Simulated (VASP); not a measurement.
Data:

```xyz
28
Lattice="3.8075 0.0000 0.0000 -1.9037 3.2974 0.0000 0.0000 0.0000 43.5957" Properties=species:S:1:pos:R:3 pbc="T T T"
Zn     1.9037     1.0991     3.1171
Zn     0.0000     2.1983    24.9150
Zn     0.0000     0.0000    28.0277
Zn     0.0000     0.0000     6.2298
Zn     0.0000     2.1983    34.2532
Zn     1.9037     1.0991    12.4553
Zn     0.0000     0.0000    15.5724
Zn     0.0000     0.0000    37.3703
Zn     1.9037     1.0991    40.4830
Zn     0.0000     2.1983    18.6851
Zn     0.0000     2.1983     9.3426
Zn     1.9037     1.0991    31.1404
Zn     0.0000     2.1983     0.0000
Zn     1.9037     1.0991    21.7979
S      0.0000     2.1983    21.0131
S      1.9037     1.0991    42.8110
S      0.0000     2.1983     2.3367
S      1.9037     1.0991    24.1346
S      1.9037     1.0991    14.7920
S      0.0000     2.1983    36.5899
S      0.0000     0.0000    17.9048
S      0.0000     0.0000    39.7026
S      1.9037     1.0991    33.4728
S      0.0000     2.1983    11.6749
S      0.0000     0.0000     8.5622
S      0.0000     0.0000    30.3601
S      1.9037     1.0991     5.4495
S      0.0000     2.1983    27.2473
```

Level of theory: PBE GGA, VASP's PBE PAW potentials (set 64) (plane waves; VASP 6.6.1). Numerical set-up: LREAL = Auto, 300 eV cut-off, 7×7×1 Γ-centred mesh, Gaussian smearing of 0.010 eV, potentials Zn S.

At this cut-off the stress carries a Pulay error, which pulls relaxed volumes low.

Predict the energy per atom (σ→0), pressure, band gap (on the k-mesh) with the smallest direct gap where there is one.

```json
{
 "band gap (on the k-mesh)": "2.15 eV",
 "smallest direct gap (on the k-mesh)": "2.15 eV",
 "energy per atom (σ→0)": "-3.419 eV/atom",
 "pressure": "2.22 GPa"
}
```

The absolute energy has meaning only against runs of the same code, potentials and settings.

The structure comes from a computed database's ZnS entry; how it stands against other phases isn't given here. The cell was not relaxed at this level.
